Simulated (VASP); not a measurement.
```
CELL_PARAMETERS angstrom
      3.13172     0.00000     0.00000
      0.00000     3.13172     0.00000
      0.00000     0.00000     3.13172
ATOMIC_POSITIONS crystal
  Sn 0.00000 0.00000 0.00000
  O  0.50000 0.50000 0.50000
```

Calculation: PBE GGA, VASP's PBE PAW potentials (set 64) (plane waves; VASP). Numerical set-up: 520 eV cut-off, Gaussian smearing of 0.050 eV, potentials Sn_d O.

Unless said otherwise, spin-orbit coupling is left out, though it shifts the bands of the heavy elements here.

Q: Estimate the band gap (along the path) with the smallest direct gap where there is one.

A: 
| Item | Result |
|---|---|
| band gap (along the path) | 0.05 eV |
| smallest direct gap (along the path) | 0.21 eV |

The absolute energy has meaning only against runs of the same code, potentials and settings.

The structure was generated: SnO was put into the CsCl type type (Pm-3m), which need not be its known phase. It was relaxed first, which changed the volume by +62 %.
